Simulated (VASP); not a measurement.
Data:

```yaml
crystal:
  lattice:
    - [2.62748, 1.51698, 4.95006]
    - [-2.62748, 1.51698, 4.95006]
    - [0.00000, -3.03395, 4.95006]
  atoms:
    - { symbol: Cd, position: [0.50000, 0.50000, 0.50000] }
    - { symbol: Sn, position: [0.00000, 0.00000, 0.00000] }
    - { symbol: F, position: [0.76794, 0.37988, 0.08546] }
    - { symbol: F, position: [0.23206, 0.62012, 0.91454] }
    - { symbol: F, position: [0.08546, 0.76794, 0.37988] }
    - { symbol: F, position: [0.91454, 0.23206, 0.62012] }
    - { symbol: F, position: [0.37988, 0.08546, 0.76794] }
    - { symbol: F, position: [0.62012, 0.91454, 0.23206] }
```

Calculation: LDA (Ceperley-Alder, Perdew-Zunger), VASP's LDA PAW potentials (set 64) (plane waves; VASP). Numerical set-up: 400 eV cut-off, 5×5×5 Γ-centred mesh, Gaussian smearing of 0.010 eV, potentials Cd Sn_d F.

Unless said otherwise, spin-orbit coupling is left out, though it shifts the bands of the heavy elements here.

Question: Give the energies of bands 22 to 35 at the high-symmetry points, in eV from the valence-band maximum.

Answer: 
```
band      Γ      T     H2      L     S0      F
----  -----  -----  -----  -----  -----  -----
22    -1.50  -2.05  -1.70  -1.80  -1.74  -1.70
23    -1.32  -1.63  -1.69  -1.62  -1.72  -1.53
24    -1.32  -1.62  -1.61  -1.37  -1.59  -1.51
25    -1.15  -1.11  -1.17  -1.27  -1.15  -1.34
26    -0.93  -1.11  -1.00  -1.05  -1.02  -0.98
27    -0.93  -1.10  -0.91  -1.03  -0.95  -0.95
28    -0.66  -0.99  -0.90  -0.81  -0.88  -0.87
29    -0.55  -0.64  -0.86  -0.64  -0.77  -0.77
30    -0.55  -0.64  -0.69  -0.53  -0.69  -0.71
31    -0.53  -0.41  -0.42  -0.49  -0.42  -0.47
32    -0.53  -0.41  -0.35  -0.42  -0.36  -0.40
33    -0.04  -0.30  -0.22  -0.40  -0.15  -0.05
34    -0.04  -0.30  -0.02  -0.20  -0.05   0.00
35     3.78   5.82   6.43   5.99   6.34   6.16
```

The gap is indirect, 3.78 eV, from the valence maximum at F to the conduction minimum at Γ.

The structure comes from a computed database's CdSnF6 entry; how it stands against other phases isn't given here. The cell was not relaxed at this level.
